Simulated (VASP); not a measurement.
OSZICAR of a VASP run on CrB (relaxed from the zinc blende structure, space group F-43m):

File OSZICAR:
```
       N       E                     dE             d eps       ncg     rms          rms(c)
DAV:   1     0.103112306928E+03    0.10311E+03   -0.83998E+03  3696   0.139E+03
DAV:   2    -0.155493084173E+02   -0.11866E+03   -0.11409E+03  3753   0.356E+02
DAV:   3    -0.208092745921E+02   -0.52600E+01   -0.50811E+01  4583   0.758E+01
DAV:   4    -0.209207675886E+02   -0.11149E+00   -0.11109E+00  4406   0.101E+01
DAV:   5    -0.209239622959E+02   -0.31947E-02   -0.31939E-02  4861   0.152E+00    0.233E+01
DAV:   6    -0.205010124538E+02    0.42295E+00   -0.86452E+01  4078   0.114E+02    0.203E+01
DAV:   7    -0.151368662989E+02    0.53641E+01   -0.28215E+01  4412   0.712E+01    0.383E+00
DAV:   8    -0.150655435942E+02    0.71323E-01   -0.68782E-01  4200   0.899E+00    0.220E+00
DAV:   9    -0.150650651536E+02    0.47844E-03   -0.53128E-02  5225   0.206E+00    0.128E+00
DAV:  10    -0.150762702196E+02   -0.11205E-01   -0.17874E-02  4813   0.145E+00    0.573E-01
DAV:  11    -0.150801372925E+02   -0.38671E-02   -0.38127E-03  4760   0.517E-01    0.408E-01
DAV:  12    -0.150817921146E+02   -0.16548E-02   -0.10417E-02  4552   0.855E-01    0.150E-01
DAV:  13    -0.150817672598E+02    0.24855E-04   -0.13827E-03  4437   0.455E-01    0.839E-02
DAV:  14    -0.150817499531E+02    0.17307E-04   -0.41480E-04  4467   0.207E-01    0.367E-02
DAV:  15    -0.150817640602E+02   -0.14107E-04   -0.48030E-05  4589   0.787E-02    0.114E-02
DAV:  16    -0.150817631748E+02    0.88543E-06   -0.46709E-06  4601   0.227E-02
   1 F= -.15081763E+02 E0= -.15081820E+02  d E =-.150818E+02  mag=    -0.8394
```

Q: Which electronic solver shows in the log?

A: It is blocked Davidson (ALGO = Normal, or the opening steps of other solvers). The INCAR had ALGO = Normal.

Q: How was spin treated?

A: Collinear spin (ISPIN = 2): the summary line carries one mag value, -0.84 μB in the cell.

Q: Can the final energy be trusted as converged?

A: The run converged. It stopped with EDIFF = 1E-6, NELM = 100, NSW = 60 and EDIFFG = -0.01 after 1 ionic step (PBEsol GGA, plane waves, VASP's PBE PAW potentials (set 64)).

The structure was generated: CrB was put into the zinc blende type (F-43m), which need not be its known phase. It was relaxed first, which changed the volume by -32 %. The start is the result of an earlier pass.
